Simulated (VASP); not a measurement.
```
SnTe
1.0
    0.00000     3.18040     3.18040
    3.18040     0.00000     3.18040
    3.18040     3.18040     0.00000
Sn Te
1 1
Direct
  0.00000   0.00000   0.00000
  0.50000   0.50000   0.50000
```

These are AM05 GGA, VASP's PBE PAW potentials (set 64) (plane waves; VASP) values and carry that method's errors. Run with 520 eV cut-off, 7×7×7 Γ-centred mesh, Gaussian smearing of 0.050 eV, potentials Sn_d Te.

Q: Give the stress tensor in GPa (positive for a compressed cell).

A: 
```
-1.23   0.00   0.00
 0.00  -1.23   0.00
 0.00   0.00  -1.23
```
The pressure is its mean diagonal, -1.23 GPa.

The compound is SnTe in the rock salt structure, which distorts at low temperature. This cell is one point of a volume scan, at 1.03 of the reference volume.
